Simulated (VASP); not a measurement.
Method: revTPSS meta-GGA, VASP's PBE PAW potentials (set 64) (plane waves; VASP).

Input for VASP

### POSCAR
```
SrO
1.0
  0.0000000000   2.5900011864   2.5900011864
  2.5900011864   0.0000000000   2.5900011864
  2.5900011864   2.5900011864   0.0000000000
Sr O
1 1
Direct
  0.0000000000   0.0000000000   0.0000000000
  0.5000000000   0.5000000000   0.5000000000
```

### KPOINTS_OPT
```
k-points along high-symmetry lines
10
Line-mode
Reciprocal
  0.000000   0.000000   0.000000 ! GAMMA
  0.500000   0.000000   0.500000 ! X

  0.500000   0.000000   0.500000 ! X
  0.625000   0.250000   0.625000 ! U

  0.375000   0.375000   0.750000 ! K
  0.000000   0.000000   0.000000 ! GAMMA

  0.000000   0.000000   0.000000 ! GAMMA
  0.500000   0.500000   0.500000 ! L

  0.500000   0.500000   0.500000 ! L
  0.500000   0.250000   0.750000 ! W

  0.500000   0.250000   0.750000 ! W
  0.500000   0.000000   0.500000 ! X
```

KPOINTS:
```
K-points
0
Gamma
10 10 10
```

INCAR:
```
ENCUT = 520   ! plane-wave cut-off (eV)
ISIF = 2
NELM = 100
LWAVE = .False.
LMAXMIX = 4   ! l cut-off of mixed one-centre charges
METAGGA = RTPSS
ISMEAR = -5   ! tetrahedra, Bloechl
LCHARG = .False.
NEDOS = 601   ! DOS grid
LREAL = .False.   ! projection in real space or not
ALGO = Normal   ! blocked Davidson
SYSTEM = SrO
LORBIT = 11   ! lm-projected
LASPH = .True.   ! aspherical one-centre terms
EDIFF = 1E-7   ! SCF stop (eV)
LMIXTAU = .True.
PREC = Accurate
```

POTCAR, in this order: Sr_sv O (PBE.64 set). Program: vasp_std.

Output

### OSZICAR
```
       N       E                     dE             d eps       ncg     rms          rms(c)
DAV:   1     0.113327195888E+03    0.11333E+03   -0.92959E+03  1128   0.140E+03
DAV:   2     0.247884500014E+02   -0.88539E+02   -0.81659E+02  1452   0.290E+02
DAV:   3     0.208341984419E+02   -0.39543E+01   -0.39226E+01  1456   0.610E+01
DAV:   4     0.207952109013E+02   -0.38988E-01   -0.38977E-01  1332   0.624E+00
DAV:   5     0.207946851968E+02   -0.52570E-03   -0.52569E-03  1408   0.536E-01    0.107E+02
DAV:   6    -0.504965827936E+01   -0.25844E+02   -0.11278E+02  1164   0.140E+02    0.311E+01
DAV:   7    -0.385815842159E+01    0.11915E+01   -0.60299E+00  1288   0.258E+01    0.139E+01
DAV:   8    -0.398549135534E+01   -0.12733E+00   -0.64926E-01  1608   0.683E+00    0.892E+00
DAV:   9    -0.393047266001E+01    0.55019E-01   -0.20499E-01  1336   0.509E+00    0.444E+00
DAV:  10    -0.400815447338E+01   -0.77682E-01   -0.42988E-02  1664   0.226E+00    0.254E+00
DAV:  11    -0.396971392951E+01    0.38441E-01   -0.11430E-01  1352   0.298E+00    0.736E-01
DAV:  12    -0.398203155261E+01   -0.12318E-01   -0.18817E-02  1216   0.136E+00    0.368E-01
DAV:  13    -0.400938416267E+01   -0.27353E-01   -0.16385E-02  1284   0.137E+00    0.385E-01
DAV:  14    -0.400962915978E+01   -0.24500E-03   -0.36861E-03  1288   0.502E-01    0.971E-02
DAV:  15    -0.400959131713E+01    0.37843E-04   -0.31938E-04  1224   0.180E-01    0.536E-02
DAV:  16    -0.400963965479E+01   -0.48338E-04   -0.30840E-05  1264   0.681E-02    0.160E-02
DAV:  17    -0.400965480416E+01   -0.15149E-04   -0.77903E-06  1360   0.315E-02    0.921E-03
DAV:  18    -0.400965175740E+01    0.30468E-05   -0.25169E-06  1252   0.165E-02    0.569E-03
DAV:  19    -0.400965416036E+01   -0.24030E-05   -0.29411E-07  1348   0.594E-03    0.398E-03
DAV:  20    -0.400965317319E+01    0.98717E-06   -0.83394E-08   736   0.392E-03    0.248E-03
DAV:  21    -0.400965428597E+01   -0.11128E-05   -0.28122E-08   624   0.226E-03    0.148E-03
DAV:  22    -0.400965376942E+01    0.51655E-06   -0.82045E-09   620   0.113E-03    0.319E-04
DAV:  23    -0.400965395779E+01   -0.18838E-06   -0.25630E-09   612   0.544E-04    0.137E-04
DAV:  24    -0.400965395792E+01   -0.12710E-09   -0.85067E-10   612   0.259E-04
   1 F= -.40096540E+01 E0= -.40096540E+01  d E =0.000000E+00
       N       E                     dE             ncg
       N       E                     dE             ncg
```

**OUTCAR**
```
------------------------ aborting loop because EDIFF is reached ----------------------------------------
  FORCE on cell =-STRESS in cart. coord.  units (eV):
  Direction    XX          YY          ZZ          XY          YZ          ZX
  --------------------------------------------------------------------------------------
  Total        0.0028019      0.0028019      0.0028019      0.0000000     -0.0000000     -0.0000000
  in kB        0.1291907      0.1291907      0.1291907      0.0000000     -0.0000000     -0.0000000
  external PRESSURE =       0.1291907 kB  Pullay stress =       0.0000000 kB
  volume of cell :       34.75
      direct lattice vectors                 reciprocal lattice vectors
     0.000000000  2.590001186  2.590001186    -0.193050105  0.193050105  0.193050105
     2.590001186  0.000000000  2.590001186     0.193050105 -0.193050105  0.193050105
     2.590001186  2.590001186  0.000000000     0.193050105  0.193050105 -0.193050105
  FREE ENERGIE OF THE ION-ELECTRON SYSTEM (eV)
  ---------------------------------------------------
  free  energy   TOTEN  =        -4.0096539579 eV

  energy  without entropy=       -4.0096539579  energy(sigma->0) =       -4.00965396

 total charge

# of ion       s       p       d       tot
------------------------------------------
    1        2.017   5.877   0.240   8.134
    2        1.539   3.398   0.000   4.937
--------------------------------------------------
tot          3.556   9.274   0.240  13.070
```
(Selected blocks of OUTCAR.)

The compound is SrO in the rock salt structure. It was relaxed first.
